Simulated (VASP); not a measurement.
```
Mg2Si
1.0
    0.00000     3.18024     3.18024
    3.18024     0.00000     3.18024
    3.18024     3.18024     0.00000
Mg Si
2 1
Cartesian
  1.59012   1.59012   1.59012
  4.77036   4.77036   4.77036
  0.00000   0.00000   0.00000
```

Level of theory: PBE GGA, VASP's PBE PAW potentials (set 64) (plane waves; VASP 6.6.1). Numerical set-up: 480 eV cut-off, 6×6×6 Γ-centred mesh, Gaussian smearing of 0.050 eV, potentials Mg Si.

Problem. Estimate the energy per atom (σ→0), band gap (on the k-mesh) with the smallest direct gap where there is one.

Solution. 
```yaml
band gap (on the k-mesh): 0.21 eV
smallest direct gap (on the k-mesh): 1.85 eV
energy per atom (σ→0): -2.965 eV/atom
```

The absolute energy has meaning only against runs of the same code, potentials and settings.

The structure comes from a computed database's Mg2Si entry (Fm-3m); how it stands against other phases isn't given here. It was relaxed first. The start is the result of an earlier pass.
